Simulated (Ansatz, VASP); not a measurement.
**One calculation of GaSbAs2, two programs**

```
CELL_PARAMETERS angstrom
4.18860 0.00000 0.00000
0.00000 4.18860 0.00000
0.00000 0.00000 6.60050
ATOMIC_POSITIONS crystal
Ga 0.50000 0.50000 0.00000
Sb 0.00000 0.00000 0.50000
As 0.50000 0.00000 0.78639
As 0.00000 0.50000 0.21361
```

Alike in both runs: functional PBE; k mesh 10 × 10 × 6; occupations fermi-dirac, width 0.15 eV; no spin polarisation.

Ansatz relaxed the structure, and its values are those at the end. VASP's run is a single point on that final structure, the one shown.

|  | VASP | Ansatz |
| --- | --- | --- |
| version | VASP 6.6.1 | Ansatz 0.2.0 |
| potentials or method | VASP PAW PBE potentials, release 64 (Ga_d, Sb, As) | scalar-relativistic, plane waves, PAW |
| plane-wave cutoff (eV) | 520 | 420 |
| valence electrons in the cell | 28 | 58 |

Ansatz gave:

* gap on the k mesh at the Fermi level (eV): none
* pressure (GPa): 0.0
* rms of the force components (eV/Å): 0.000

What did VASP give for the same quantities?

gap on the k mesh at the Fermi level (eV): none; pressure (GPa): 0.1; rms of the force components (eV/Å): 0.003.

A gap of «none» marks a metal or a gap that the smearing closes. The functional is the same, so the differences come from potentials, cutoffs and numerics. The two sets of potentials don't hold the same shells in valence.

The runs have no spin-orbit coupling, so splittings on Sb are missing.
